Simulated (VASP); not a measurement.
A run of VASP 6.6.1:

The input INCAR:

```
SYSTEM = PmTe
PREC     = Accurate       ! precision mode
ENCUT    = 520            ! plane-wave cutoff, eV
EDIFF    = 1E-6           ! SCF threshold, eV
ISMEAR   = 0              ! smearing method
SIGMA    = 0.05           ! smearing width, eV
LREAL    = .FALSE.        ! projectors in reciprocal space
LASPH    = .TRUE.         ! aspherical terms in the spheres
NELM     = 120            ! most SCF steps
ALGO     = Normal         ! electronic algorithm
ISIF     = 2              ! what is computed and relaxed
LWAVE    = .FALSE.        ! write WAVECAR
LCHARG   = .FALSE.        ! write CHGCAR
ISPIN    = 2              ! spin polarisation
MAGMOM   = 0 0            ! initial moments
LORBIT   = 11             ! projections on sites
LMAXMIX  = 6              ! l up to which the mixer works
LDAU     = .TRUE.         ! DFT+U
LDAUTYPE = 2            
LDAUL    = 3 -1           ! shell
LDAUU    = 3 0            ! U, eV
LDAUJ    = 0 0          
LDAUPRINT= 1            
GGA      = PE             ! functional
```

Contents of KPOINTS:

```
regular mesh
0
G
  5 5 5
  0 0 0
```

POSCAR

```
PmTe
1.0
    4.1812492200      0.0000000000      0.0000000000
   -2.0906246100      3.6210680400      0.0000000000
    0.0000000000      0.0000000000      4.0806920800
Pm Te
1 1
Direct
    0.0000000000      0.0000000000      0.0000000000
    0.6666666667      0.3333333333      0.5000000000
```

Potentials or basis: VASP PAW PBE potentials, release 64 (Pm, Te).

Launch:

```bash
$ cat potpaw_PBE.64/Pm/POTCAR potpaw_PBE.64/Te/POTCAR > POTCAR
$ mpirun -np 1 vasp_std > vasp.out
```

Hardware: 1 thread of Intel(R) Xeon(R) Platinum 8488C (Sapphire Rapids), on a shared host.

Estimate the wall time of this run.

It took 50 s on 1 thread of Intel(R) Xeon(R) Platinum 8488C (Sapphire Rapids), on a shared host, peak memory 0.22 GiB. Counts: scf iterations 30, k points 15.
